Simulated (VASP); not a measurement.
Computed with revPBE GGA, VASP's PBE PAW potentials (set 64) (plane waves; VASP).

A VASP calculation is set up with these files.

KPOINTS:
```
kpoints
0
G
18 18 18
```

**INCAR**
```
# general
SYSTEM =Pd
PREC   =Accurate
ENCUT  =520
LREAL  =.False.   # projection in real space or not
LASPH  =.True.   # aspherical one-centre terms

# electronic loop
EDIFF  =1E-7
NELM   =100
ALGO   =Normal
LMAXMIX=4

# smearing
ISMEAR =-5   # tetrahedra, Bloechl

# functional
GGA    =RE   # revPBE

# ions
ISIF   =2   # forces and stress, cell fixed

# output
LWAVE  =.False.
LCHARG =.True.
LORBIT =11   # lm-projected
NEDOS  =601   # DOS grid
```

File POSCAR:
```
Pd
1
    0.0000000000     1.9843684614     1.9843684614
    1.9843684614     0.0000000000     1.9843684614
    1.9843684614     1.9843684614     0.0000000000
Pd
1
Direct
  0.0000000000   0.0000000000   0.0000000000
```

POTCAR, in this order: Pd (PBE.64 set). Program: vasp_std.

For a metal the tetrahedron method with Blöchl corrections gives inexact stress and forces.

Question: Estimate the energy per atom (σ→0), band gap (on the k-mesh).

Answer: 
| Item | Value |
|---|---|
| energy per atom (σ→0) | -4745 meV/atom |
| band gap (on the k-mesh) | none (metal, semimetal or under 0.01 eV) |

**OSZICAR**
```
...
DAV:   6    -0.475456585264E+01    0.21679E+00   -0.10875E+00  3589   0.961E+00    0.325E+00
DAV:   7    -0.474739611456E+01    0.71697E-02   -0.44277E-03  3820   0.656E-01    0.177E+00
DAV:   8    -0.474466559817E+01    0.27305E-02   -0.97016E-04  3666   0.267E-01    0.388E-02
DAV:   9    -0.474466784415E+01   -0.22460E-05   -0.76888E-06  4131   0.318E-02    0.126E-02
DAV:  10    -0.474467087819E+01   -0.30340E-05   -0.21275E-06  3884   0.180E-02    0.254E-03
DAV:  11    -0.474467102422E+01   -0.14603E-06   -0.34660E-08  3235   0.161E-03    0.476E-04
DAV:  12    -0.474467103863E+01   -0.14403E-07   -0.42784E-09  1854   0.831E-04
   1 F= -.47446710E+01 E0= -.47446710E+01  d E =0.000000E+00
```

The compound is Pd in the fcc structure. It was relaxed first, which changed the volume by +6 %.
